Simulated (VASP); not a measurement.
Given:

```
SrTe
1.0
    0.00000     3.01490     3.01490
    3.01490     0.00000     3.01490
    3.01490     3.01490     0.00000
Sr Te
1 1
Direct
  0.00000   0.00000   0.00000
  0.25000   0.25000   0.25000
```

Level of theory: PBEsol GGA, VASP's PBE PAW potentials (set 64) (plane waves; VASP). Run with 500 eV cut-off, 8×8×8 Γ-centred mesh, Gaussian smearing of 0.050 eV, potentials Sr_sv Te.

Unless said otherwise, spin-orbit coupling is left out, though it shifts the bands of the heavy elements here.

Problem. Predict the energy per atom (σ→0), pressure, band gap (on the k-mesh) with the smallest direct gap where there is one.

Solution. 
| Quantity | Result |
|---|---|
| band gap (on the k-mesh) | 1.83 eV |
| smallest direct gap (on the k-mesh) | 1.83 eV |
| energy per atom (σ→0) | -2.132 eV/atom |
| pressure | 44.98 GPa |

The structure was generated: SrTe was put into the zinc blende type (F-43m), which need not be its known phase. It was relaxed first under an external pressure of 45 GPa.
